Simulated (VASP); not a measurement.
# Li2BeS3 (P-3m1) in VASP: relaxation of cell and atoms with PBE

Aim: the relaxation of cell and atoms of Li2BeS3 with PBE.

All numbers are computed with VASP 6.6.1; they aren't measurements. Logs are shortened: lines on timing, memory, paths and dates and some standing lists are left out, and cuts for length are marked.

**1. The crystal as given**

The structure is trigonal, space group P-3m1 (No. 164). Conventional cell: a = 3.181 Å, b = 3.181 Å, c = 9.796 Å, α = 90.00°, β = 90.00°, γ = 120.00°. Li (site symmetry 3m) has 6 S at 2.53 to 2.58 Å as nearest neighbours. Be (site symmetry -3m) is surrounded by 6 S at 2.28 Å. S (site symmetry -3m) is surrounded by 6 Li at 2.53 Å. S (site symmetry 3m) is surrounded by 3 Be at 2.28 Å and 3 Li at 2.58 Å.

The cell was built by a generator and needn't be a form met in nature.

**2. Relaxation of cell and atoms, PBE**

The input, INCAR:

```
PREC = Accurate
ENCUT = 600
EDIFF = 1E-6
ISMEAR = 0
SIGMA = 0.05
LREAL = F
LASPH = T
NELM = 60
ALGO = Normal
ISIF = 3
LWAVE = F
LCHARG = F
GGA = PE
IBRION = 2
NSW = 40
EDIFFG = -0.005
```

The input, KPOINTS:

```
regular mesh
0
Gamma
  10 10 3
```

The input, POSCAR:

```
Li2BeS3
1.0
    3.1808000000      0.0000000000      0.0000000000
   -1.5904000000      2.7546500000      0.0000000000
    0.0000000000      0.0000000000      9.7956100000
Li Be S
2 1 3
Direct
    0.3333300000      0.6666700000      0.6772000000
    0.6666700000      0.3333300000      0.3228000000
    0.0000000000      0.0000000000      0.0000000000
    0.0000000000      0.0000000000      0.5000000000
    0.3333300000      0.6666700000      0.1370900000
    0.6666700000      0.3333300000      0.8629100000
```

Potentials or basis: VASP PAW PBE potentials, release 64 (Li_sv, Be, S).

Run with:

```
$ cat potpaw_PBE.64/Li_sv/POTCAR potpaw_PBE.64/Be/POTCAR potpaw_PBE.64/S/POTCAR > POTCAR
$ mpirun -np 1 vasp_std > vasp.out
```

OUTCAR:

```text
PREC = Accurate
   ENCUT = 600
   EDIFF = 1E-6
   ISMEAR = 0
   LREAL = F
   LASPH = T
   NELM = 60
   ISIF = 3
   GGA = PE
   IBRION = 2
   NSW = 40
   EDIFFG = -0.005

 ion  position               nearest neighbor table
   1  0.333  0.667  0.677-   4 2.53   4 2.53   4 2.53   6 2.58   6 2.58   6 2.58
   2  0.667  0.333  0.323-   4 2.53   4 2.53   4 2.53   5 2.58   5 2.58   5 2.58
   3  0.000  0.000  0.000-   5 2.28   6 2.28   5 2.28   6 2.28   6 2.28   5 2.28
   4  0.000  0.000  0.500-   1 2.53   2 2.53   1 2.53   2 2.53   2 2.53   1 2.53
   5  0.333  0.667  0.137-   3 2.28   3 2.28   3 2.28   2 2.58   2 2.58   2 2.58
   6  0.667  0.333  0.863-   3 2.28   3 2.28   3 2.28   1 2.58   1 2.58   1 2.58

  LATTYP: Found a hexagonal cell.
 ALAT       =     3.1808000000
 C/A-ratio  =     3.0796057596

  Lattice vectors:

 A1 = (   3.1808000000,   0.0000000000,   0.0000000000)
 A2 = (  -1.5904000000,   2.7546500000,   0.0000000000)
 A3 = (   0.0000000000,   0.0000000000,   9.7956100000)

Analysis of symmetry for initial positions (statically):
=====================================================================
 Subroutine PRICEL returns:
 Original cell was already a primitive cell.

 Routine SETGRP: Setting up the symmetry group for a
 hexagonal supercell.

 Subroutine GETGRP returns: Found  4 space group operations
 (whereof  4 operations were pure point group operations)
 out of a pool of 24 trial point group operations.

The static configuration has the point symmetry C_2h.

Analysis of symmetry for dynamics (positions and initial velocities):
=====================================================================
 Subroutine PRICEL returns:
 Original cell was already a primitive cell.

 Routine SETGRP: Setting up the symmetry group for a
 hexagonal supercell.

 Subroutine GETGRP returns: Found  4 space group operations
 (whereof  4 operations were pure point group operations)
 out of a pool of 24 trial point group operations.

The dynamic configuration has the point symmetry C_2h.

 Subroutine INISYM returns: Found  4 space group operations
 (whereof  4 operations are pure point group operations),
 and found     1 'primitive' translations

----------------------------------------------------------------------------------------

                                     Primitive cell

  volume of cell :      85.8290

  direct lattice vectors                    reciprocal lattice vectors
[... 107 lines left out ...]
   NUPDOWN=      -1.0000    fix difference up-down
   EMIN   =  10.00;   EMAX   =-10.00  energy-range for DOS
   EFERMI =   0.00;   METHOD = LEGACY
   ISMEAR =     0;   SIGMA  =   0.05  broadening in eV -4-tet -1-fermi 0-gaus
   EFERMI_NEDOS =   21; number of points for ismear=-14 and -15
   IALGO  =     38    algorithm
   IMIX   =      4    mixing-type and parameters
     AMIX     =   0.40;   BMIX     =  1.00
     AMIX_MAG =   1.60;   BMIX_MAG =  1.00
  volume/ion in A,a.u.               =      14.30        96.53
  Fermi-wavevector in a.u.,A,eV,Ry     =   1.099481  2.077718 16.447528  1.208859
  Thomas-Fermi vector in A             =   2.235877
   LORBIT       =      0    0 simple, 1 ext, 2 COOP (PROOUT), +10 PAW based schemes
   GGA     = PE    functional components
   LHFCALC =     F    Hartree Fock is set to
   AEXX    =    0.0000 exact exchange contribution
   IVDW    =     0    specifies the selected vdW correction
   LEPSILON=     F    determine dielectric tensor
   LRPA    =     F    only Hartree local field effects (RPA)
 conjugate gradient relaxation of ions
 non-spin polarized calculation
 Gauss-broadening in eV      SIGMA  =   0.05
  energy-cutoff  :      600.00
  volume of cell :       85.83
 maximum number of plane-waves:      2887
 NGX is ok and might be reduce to    28
   NGX = 13   NGY = 13   NGZ = 39

--------------------------------------- Ionic step        1  -------------------------------------------

 number of electron      26.0000001 magnetization

 Free energy of the ion-electron system (eV)
  ---------------------------------------------------
  ext. energy  EPLUGINS =         0.00000000
  ---------------------------------------------------
  free energy    TOTEN  =       -23.83409707 eV

  energy without entropy =      -23.83241825  energy(sigma->0) =      -23.83325766

------------------------ aborting loop because EDIFF is reached ----------------------------------------

  FORCE on cell =-STRESS in cart. coord.  units (eV):
  Direction    XX          YY          ZZ          XY          YZ          ZX
  --------------------------------------------------------------------------------------
  -------------------------------------------------------------------------------------
  Total       -0.1787180     -0.1787152      0.0959891      0.0000021     -0.0000317      0.0000548
  in kB       -3.3361430     -3.3360900      1.7918366      0.0000384     -0.0005908      0.0010233
  external PRESSURE =      -1.6267988 kB  Pullay stress =       0.0000000 kB
[... 227 lines left out ...]
--------------------------------------- Ionic step        7  -------------------------------------------

 number of electron      26.0000002 magnetization

 Free energy of the ion-electron system (eV)
  ---------------------------------------------------
  ext. energy  EPLUGINS =         0.00000000
  ---------------------------------------------------
  free energy    TOTEN  =       -23.83493363 eV

  energy without entropy =      -23.83328741  energy(sigma->0) =      -23.83411052

 E-fermi :   4.2940     XC(G=0):  -9.7582

 val. band max:        4.2591462708   @ k =  -0.1000   0.3000   0.0000
 cond. band min:       4.3196781456   @ k =   0.4000  -0.0000   0.0000
 fundamental gap:      0.0605318748
 Fermi energy:         4.2940171575

 k-point     1 :       0.0000    0.0000    0.0000
  band No.  band energies     occupation
      1     -40.7281      2.00000
      2     -40.7275      2.00000
      3      -9.8911      2.00000
      4      -8.6217      2.00000
      5      -8.6212      2.00000
      6      -0.8851      2.00000
[... 457 lines left out ...]
      4      -7.4035      2.00000
      5      -7.3702      2.00000
      6      -0.0379      2.00000
[... 9 lines left out ...]
     16       9.8473      0.00000
     17      10.3537      0.00000

 [... further k-points ...]

------------------------ aborting loop because EDIFF is reached ----------------------------------------

  FORCE on cell =-STRESS in cart. coord.  units (eV):
  Direction    XX          YY          ZZ          XY          YZ          ZX
  --------------------------------------------------------------------------------------
  -------------------------------------------------------------------------------------
  Total       -0.0070933     -0.0070909     -0.0171146      0.0000020     -0.0000014      0.0000024
  in kB       -0.1329200     -0.1328755     -0.3207061      0.0000382     -0.0000255      0.0000443
  external PRESSURE =      -0.1955006 kB  Pullay stress =       0.0000000 kB
[... 21 lines left out ...]
  FREE ENERGIE OF THE ION-ELECTRON SYSTEM (eV)
  ---------------------------------------------------
  free  energy   TOTEN  =       -23.8349336344 eV

  energy  without entropy=      -23.8332874100  energy(sigma->0) =      -23.83411052

 reached required accuracy - stopping structural energy minimisation
```

OSZICAR:

```text
N       E                     dE             d eps       ncg     rms          rms(c)
DAV:   1     0.150508950631E+03    0.15051E+03   -0.13129E+04  2924   0.164E+03
DAV:   2    -0.878063207529E+01   -0.15929E+03   -0.15664E+03  3997   0.307E+02
[... 46 lines left out ...]
   6 F= -.23834922E+02 E0= -.23834098E+02  d E =-.824889E-03
       N       E                     dE             d eps       ncg     rms          rms(c)
DAV:   1    -0.238349570092E+02   -0.34704E-04   -0.81710E-04  2949   0.195E-01    0.313E-02
DAV:   2    -0.238349387693E+02    0.18240E-04   -0.75973E-05  4829   0.528E-02    0.160E-02
DAV:   3    -0.238349359555E+02    0.28139E-05   -0.51272E-05  3829   0.223E-02    0.101E-02
DAV:   4    -0.238349332290E+02    0.27264E-05   -0.24491E-05  4020   0.159E-02    0.540E-03
DAV:   5    -0.238349336344E+02   -0.40534E-06   -0.78879E-07  1643   0.567E-03
   7 F= -.23834934E+02 E0= -.23834111E+02  d E =-.116727E-04
```

CONTCAR:

```text
Li2BeS3
   1.00000000000000
     3.1733300428174713   -0.0000001667701182    0.0000023836155067
    -1.5866651658357072    2.7481807693205069   -0.0000023836123891
     0.0000073439454957   -0.0000042400233642    9.8041370440095932
  Li              Be              S
     2     1     3
Direct
     0.3333306194616326    0.6666693805383668    0.6772416131553403
     0.6666693805383674    0.3333306194616332    0.3227583868446599
     0.0000000000000000    0.0000000000000000    0.0000000000000000
     0.0000000000000000    0.0000000000000000    0.5000000000000000
     0.3333312042889586    0.6666687957110402    0.1376194878837796
     0.6666687957110415    0.3333312042889598    0.8623805121162204

  0.00000000E+00  0.00000000E+00  0.00000000E+00
  0.00000000E+00  0.00000000E+00  0.00000000E+00
  0.00000000E+00  0.00000000E+00  0.00000000E+00
  0.00000000E+00  0.00000000E+00  0.00000000E+00
  0.00000000E+00  0.00000000E+00  0.00000000E+00
  0.00000000E+00  0.00000000E+00  0.00000000E+00
```

Wall time 10 min (1 thread of Intel Xeon Platinum 8259CL at 2.50GHz (Skylake/Cascade Lake), shared host); peak memory 0.33 GiB.

What came out:

```yaml
Free_energy: -23.8349 eV
Relaxed_volume: 14.25 Å³/atom
Relaxed_cell: a = 3.173 Å, b = 3.173 Å, c = 9.804 Å, α = 90.00°, β = 90.00°, γ = 120.00°
Space_group_after_relaxing_to_0.05_Å: P-3m1 (No. 164)
Energy_gained_by_relaxing: 0.1 meV/atom
Ionic_steps: 7
Pressure_after_relaxing: 0.0 GPa
Largest_force_after_relaxing: 0.005 eV/Å
Band_gap_on_the_k_mesh: none (metal or under the smearing width)
```

Forces on the atoms (eV/Å):
```
Li   0.000  0.000  0.001
Li   0.000  0.000 -0.001
Be   0.000  0.000  0.000
S    0.000  0.000  0.000
S    0.000  0.000  0.005
S    0.000  0.000 -0.005
```

The path:
```tsv
step	energy change (eV)	largest force (eV/Å)	pressure (GPa)	volume (Å³)
1	0.0000	0.0653	-0.16	85.83
2	-0.0007	0.0268	-0.10	85.65
3	-0.0007	0.0273	0.01	85.40
4	-0.0008	0.0003	-0.03	85.53
5	-0.0008	0.0021	-0.03	85.54
6	-0.0008	0.0037	-0.03	85.54
7	-0.0008	0.0047	-0.02	85.50
```

Final structure:
```yaml
crystal:
  lattice:
    - [3.17333, 0.00000, 0.00000]
    - [-1.58667, 2.74818, 0.00000]
    - [0.00001, 0.00000, 9.80414]
  atoms:
    - { symbol: Li, position: [0.33333, 0.66667, 0.67724] }
    - { symbol: Li, position: [0.66667, 0.33333, 0.32276] }
    - { symbol: Be, position: [0.00000, 0.00000, 0.00000] }
    - { symbol: S, position: [0.00000, 0.00000, 0.50000] }
    - { symbol: S, position: [0.33333, 0.66667, 0.13762] }
    - { symbol: S, position: [0.66667, 0.33333, 0.86238] }
```

Levels at points of the mesh, in eV from the Fermi level:
| k point | band 11 | band 12 | band 13 | band 14 | band 15 | band 16 | band 17 |
| --- | --- | --- | --- | --- | --- | --- | --- |
| (0.00, 0.00, 0.00) | 0.75 | 0.75 | 1.32 | 1.32 | 4.98 | 6.49 | 6.78 |
| (0.50, 0.00, 0.00) | -1.62 | -1.51 | -0.08 | -0.07 | 3.74 | 5.07 | 5.29 |
| (0.50, 0.50, 0.00) | -1.62 | -1.51 | -0.08 | -0.07 | 3.74 | 5.07 | 5.29 |

Caveat: the cutoff is under 1.25 times the usual one of these potentials, so pressure, stress and relaxed cells hold a basis-set (Pulay) error.
